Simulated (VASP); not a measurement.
Method: vdW-DF2, VASP's PBE PAW potentials (set 64) (plane waves; VASP 6.6.1).

The input files of a VASP run:

### POSCAR
```
PtSe2
1
    1.8862792961    -3.2671318304    -0.0000000000
    1.8862792961     3.2671318304     0.0000000000
    0.0000000000     0.0000000000     4.8894208521
Pt Se
1 2
Direct
  0.0000000000   0.0000000000   0.0000000000
  0.3333330000   0.6666670000   0.2564063795
  0.6666670000   0.3333330000   0.7435936205
```

**INCAR**
```
! general
SYSTEM   = PtSe2
PREC     = Accurate
ENCUT    = 520
LREAL    = .False.
LASPH    = .True.

! electronic loop
EDIFF    = 1E-6
NELM     = 100
ALGO     = Normal
LMAXMIX  = 6

! smearing
ISMEAR   = 1
SIGMA    = 0.1

! functional
GGA      = ML
LUSE_VDW = .True.
AGGAC    = 0.0
ZAB_VDW  = -1.8867

! ions
IBRION   = 2
NSW      = 60
ISIF     = 3
EDIFFG   = -0.02

! output
LWAVE    = .False.
LCHARG   = .False.
```

File KPOINTS:
```
kpoints
0
G
 9 9 6
0 0 0
```

POTCAR, in this order: Pt Se (PBE.64 set). Program: vasp_std.

Output

### OSZICAR
```
...
DAV:   4    -0.693827426594E+01    0.92119E-02   -0.61289E-02  1930   0.161E+00    0.277E-01
DAV:   5    -0.693834009430E+01   -0.65828E-04   -0.28585E-03  2021   0.384E-01    0.135E-01
DAV:   6    -0.693837634812E+01   -0.36254E-04   -0.48201E-04  2217   0.215E-01    0.352E-02
DAV:   7    -0.693838799053E+01   -0.11642E-04   -0.38037E-05  2175   0.609E-02    0.121E-02
DAV:   8    -0.693839118299E+01   -0.31925E-05   -0.71595E-06  2119   0.261E-02    0.460E-03
DAV:   9    -0.693839111492E+01    0.68075E-07   -0.52777E-07  1140   0.550E-03
   7 F= -.69383911E+01 E0= -.69385102E+01  d E =-.426702E-01
       N       E                     dE             d eps       ncg     rms          rms(c)
DAV:   1    -0.755128741315E+01   -0.61290E+00   -0.40478E+01  1860   0.453E+01    0.529E+00
DAV:   2    -0.711413616837E+01    0.43715E+00   -0.28128E+00  2021   0.174E+01    0.289E+00
DAV:   3    -0.697960832253E+01    0.13453E+00   -0.29057E-01  2126   0.602E+00    0.121E+00
DAV:   4    -0.694318659622E+01    0.36422E-01   -0.21372E-01  1972   0.294E+00    0.556E-01
DAV:   5    -0.694348089402E+01   -0.29430E-03   -0.82611E-03  2147   0.654E-01    0.266E-01
DAV:   6    -0.694357746705E+01   -0.96573E-04   -0.16340E-03  2168   0.375E-01    0.627E-02
DAV:   7    -0.694361577518E+01   -0.38308E-04   -0.11474E-04  2322   0.103E-01    0.244E-02
DAV:   8    -0.694362621803E+01   -0.10443E-04   -0.26594E-05  2056   0.485E-02    0.894E-03
DAV:   9    -0.694362584447E+01    0.37355E-06   -0.20374E-06  1728   0.112E-02
   8 F= -.69436258E+01 E0= -.69438227E+01  d E =-.479050E-01
       N       E                     dE             d eps       ncg     rms          rms(c)
DAV:   1    -0.705392826767E+01   -0.11030E+00   -0.69754E+00  1874   0.186E+01    0.196E+00
DAV:   2    -0.697773836994E+01    0.76190E-01   -0.51968E-01  1937   0.726E+00    0.113E+00
DAV:   3    -0.695414543434E+01    0.23593E-01   -0.56446E-02  2147   0.264E+00    0.454E-01
DAV:   4    -0.694900426009E+01    0.51412E-02   -0.33800E-02  1972   0.117E+00    0.203E-01
DAV:   5    -0.694898508416E+01    0.19176E-04   -0.20588E-03  2119   0.349E-01    0.970E-02
DAV:   6    -0.694896939910E+01    0.15685E-04   -0.27189E-04  2252   0.169E-01    0.341E-02
DAV:   7    -0.694897943447E+01   -0.10035E-04   -0.31644E-05  2154   0.533E-02    0.965E-03
DAV:   8    -0.694898048594E+01   -0.10515E-05   -0.38346E-06  2224   0.185E-02    0.290E-03
DAV:   9    -0.694898047448E+01    0.11463E-07   -0.31461E-07  1049   0.424E-03
   9 F= -.69489805E+01 E0= -.69492628E+01  d E =-.532596E-01
       N       E                     dE             d eps       ncg     rms          rms(c)
DAV:   1    -0.703785603177E+01   -0.88876E-01   -0.26837E+00  1860   0.133E+01    0.191E+00
DAV:   2    -0.697968556629E+01    0.58170E-01   -0.42181E-01  1944   0.708E+00    0.109E+00
DAV:   3    -0.695894639734E+01    0.20739E-01   -0.46324E-02  1916   0.244E+00    0.366E-01
DAV:   4    -0.695614718981E+01    0.27992E-02   -0.21320E-02  1916   0.850E-01    0.183E-01
DAV:   5    -0.695622117964E+01   -0.73990E-04   -0.60737E-04  2056   0.222E-01    0.126E-01
DAV:   6    -0.695620899955E+01    0.12180E-04   -0.24779E-04  2168   0.145E-01    0.118E-02
DAV:   7    -0.695621088954E+01   -0.18900E-05   -0.20418E-05  2105   0.327E-02    0.689E-03
DAV:   8    -0.695621150092E+01   -0.61138E-06   -0.11495E-06  1371   0.104E-02
  10 F= -.69562115E+01 E0= -.69564749E+01  d E =-.723103E-02
       N       E                     dE             d eps       ncg     rms          rms(c)
DAV:   1    -0.695629000821E+01   -0.79119E-04   -0.22705E-03  1867   0.385E-01    0.534E-02
DAV:   2    -0.695624147263E+01    0.48536E-04   -0.35154E-04  1944   0.203E-01    0.294E-02
DAV:   3    -0.695622434465E+01    0.17128E-04   -0.37082E-05  1930   0.688E-02    0.944E-03
DAV:   4    -0.695622154771E+01    0.27969E-05   -0.17597E-05  1965   0.241E-02    0.488E-03
DAV:   5    -0.695622155808E+01   -0.10371E-07   -0.50621E-07   972   0.665E-03
  11 F= -.69562216E+01 E0= -.69564837E+01  d E =-.724108E-02
       N       E                     dE             d eps       ncg     rms          rms(c)
DAV:   1    -0.695690512448E+01   -0.68358E-03   -0.12732E+00  1860   0.712E+00    0.631E-01
DAV:   2    -0.695811028675E+01   -0.12052E-02   -0.84275E-02  2196   0.247E+00    0.415E-01
DAV:   3    -0.695610740741E+01    0.20029E-02   -0.61792E-03  1986   0.857E-01    0.189E-01
DAV:   4    -0.695587757276E+01    0.22983E-03   -0.13853E-03  2028   0.222E-01    0.789E-02
DAV:   5    -0.695587139190E+01    0.61809E-05   -0.10389E-04  2147   0.100E-01    0.380E-02
DAV:   6    -0.695587312046E+01   -0.17286E-05   -0.20650E-05  2119   0.433E-02    0.621E-03
DAV:   7    -0.695587253357E+01    0.58689E-06   -0.12151E-06  1238   0.105E-02
  12 F= -.69558725E+01 E0= -.69560802E+01  d E =0.349025E-03
       N       E                     dE             d eps       ncg     rms          rms(c)
DAV:   1    -0.695862179940E+01   -0.27487E-02   -0.33494E-01  1860   0.366E+00    0.317E-01
DAV:   2    -0.695898280344E+01   -0.36100E-03   -0.22764E-02  2203   0.128E+00    0.221E-01
DAV:   3    -0.695841487048E+01    0.56793E-03   -0.16773E-03  1979   0.446E-01    0.103E-01
DAV:   4    -0.695833164639E+01    0.83224E-04   -0.40602E-04  2000   0.119E-01    0.410E-02
DAV:   5    -0.695832280213E+01    0.88443E-05   -0.26767E-05  2189   0.513E-02    0.199E-02
DAV:   6    -0.695832070448E+01    0.20977E-05   -0.56443E-06  2049   0.222E-02    0.327E-03
DAV:   7    -0.695832064617E+01    0.58310E-07   -0.32514E-07   958   0.529E-03
  13 F= -.69583206E+01 E0= -.69585554E+01  d E =-.209909E-02
       N       E                     dE             d eps       ncg     rms          rms(c)
DAV:   1    -0.695832076344E+01   -0.58969E-07   -0.12002E-04  1860   0.689E-02    0.597E-03
DAV:   2    -0.695832089107E+01   -0.12762E-06   -0.80858E-06  2168   0.237E-02
  14 F= -.69583209E+01 E0= -.69585557E+01  d E =-.209933E-02
       N       E                     dE             d eps       ncg     rms          rms(c)
DAV:   1    -0.695869835584E+01   -0.37759E-03   -0.18182E-02  1881   0.939E-01    0.902E-02
DAV:   2    -0.695851122568E+01    0.18713E-03   -0.84620E-04  1944   0.267E-01    0.493E-02
DAV:   3    -0.695846421808E+01    0.47008E-04   -0.12214E-04  2161   0.111E-01    0.242E-02
DAV:   4    -0.695845113690E+01    0.13081E-04   -0.66136E-05  1958   0.568E-02    0.107E-02
DAV:   5    -0.695845115783E+01   -0.20935E-07   -0.45273E-06  2182   0.163E-02
  15 F= -.69584512E+01 E0= -.69586783E+01  d E =-.130267E-03
       N       E                     dE             d eps       ncg     rms          rms(c)
DAV:   1    -0.696006795138E+01   -0.16168E-02   -0.11104E-01  1874   0.232E+00    0.224E-01
DAV:   2    -0.695892854816E+01    0.11394E-02   -0.51477E-03  1993   0.658E-01    0.122E-01
DAV:   3    -0.695864335474E+01    0.28519E-03   -0.74641E-04  2112   0.276E-01    0.604E-02
DAV:   4    -0.695856069132E+01    0.82663E-04   -0.40584E-04  1965   0.141E-01    0.267E-02
DAV:   5    -0.695856038710E+01    0.30422E-06   -0.27906E-05  2175   0.406E-02    0.927E-03
DAV:   6    -0.695856100697E+01   -0.61987E-06   -0.36678E-06  2294   0.168E-02
  16 F= -.69585610E+01 E0= -.69587687E+01  d E =-.240116E-03
       N       E                     dE             d eps       ncg     rms          rms(c)
DAV:   1    -0.695878922236E+01   -0.22884E-03   -0.52512E-03  1860   0.573E-01    0.807E-02
DAV:   2    -0.695865549936E+01    0.13372E-03   -0.84978E-04  1937   0.318E-01    0.499E-02
DAV:   3    -0.695860948032E+01    0.46019E-04   -0.98192E-05  2063   0.114E-01    0.156E-02
DAV:   4    -0.695860229524E+01    0.71851E-05   -0.58781E-05  1923   0.428E-02    0.697E-03
DAV:   5    -0.695860191910E+01    0.37613E-06   -0.25301E-06  1612   0.131E-02
  17 F= -.69586019E+01 E0= -.69588068E+01  d E =-.409121E-04
```

OUTCAR:
```
------------------------ aborting loop because EDIFF is reached ----------------------------------------
  FORCE on cell =-STRESS in cart. coord.  units (eV):
  Direction    XX          YY          ZZ          XY          YZ          ZX
  --------------------------------------------------------------------------------------
  Total        0.0578545      0.0578545      0.0213302      0.0000000      0.0000000      0.0000000
  in kB        1.2629112      1.2629114      0.4656191      0.0000000      0.0000000      0.0000000
  external PRESSURE =       0.9971472 kB  Pullay stress =       0.0000000 kB
  volume of cell :       73.40
      direct lattice vectors                 reciprocal lattice vectors
     1.937318495 -3.355534335 -0.000000000     0.258088694 -0.149007565  0.000000000
     1.937318495  3.355534335  0.000000000     0.258088694  0.149007565 -0.000000000
    -0.000000000  0.000000000  5.645236875     0.000000000 -0.000000000  0.177140485
 POSITION                                       TOTAL-FORCE (eV/Angst)
 -----------------------------------------------------------------------------------
      0.00000     -0.00000      0.00000         0.000000     -0.000000      0.000000
      1.93732      1.11851      1.36595         0.000000     -0.000000     -0.015885
      1.93732     -1.11851      4.27928        -0.000000      0.000000      0.015885
 -----------------------------------------------------------------------------------
    total drift:                                0.000000      0.000000      0.000000
  FREE ENERGIE OF THE ION-ELECTRON SYSTEM (eV)
  ---------------------------------------------------
  free  energy   TOTEN  =        -6.9586019191 eV

  energy  without entropy=       -6.9592165946  energy(sigma->0) =       -6.95880681

 reached required accuracy - stopping structural energy minimisation
```
(Selected blocks of OUTCAR.)

CONTCAR:
```
PtSe2
   1.00000000000000
     1.9373184948630164   -3.3555343348212410   -0.0000000000000000
     1.9373184948630164    3.3555343348212410    0.0000000000000000
    -0.0000000000000000    0.0000000000000001    5.6452368748553328
  Pt              Se
     1     2
Direct
     0.0000000000000000    0.0000000000000000    0.0000000000000000
     0.3333330000000032    0.6666669999999968    0.2419657972822595
     0.6666669999999968    0.3333330000000032    0.7580342027177405
```

Energy and stress use the plane-wave basis of the starting cell.

The compound is PtSe2 in the 1T layered structure. This run relaxes it. Symmetry was kept, so distortions that lower it aren't found. The start is the result of an earlier pass.
